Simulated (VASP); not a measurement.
Crystal: SnO.

```xyz
4
Lattice="3.8354 0.0000 0.0000 0.0000 3.8354 0.0000 0.0000 0.0000 4.7281" Properties=species:S:1:pos:R:3 pbc="T T T"
Sn    1.9177    0.0000    1.1629
Sn    0.0000    1.9177    3.5651
O     0.0000    0.0000    0.0000
O     1.9177    1.9177    0.0000
```

Base run:

| Item | Value |
| --- | --- |
| Program | VASP 6.6.1 |
| Functional | HSE06 |
| Potentials or basis | VASP PAW PBE potentials, release 64 (Sn_d, O) |
| Cutoff | 520 eV |
| k mesh | 4 × 4 × 4 |
| Occupations | gaussian, width 0.03 eV |
| Spin | no spin polarisation |

Its results: band gap on the k mesh 0.27 eV, indirect (least direct gap 2.50 eV); pressure -2.2 GPa; largest force 0.660 eV/Å.

**Question.** The run is repeated on the same cell with these changes: functional from HSE06 to PBE0. What comes out?

**Answer.** Band gap on the k mesh 0.88 eV, indirect (least direct gap 3.16 eV); pressure -2.3 GPa; largest force 0.673 eV/Å.

Caveats: the PAW data sets were made with another functional, which shifts forces and pressure a little; spin-orbit coupling is left out, which moves the levels of the heavy elements.
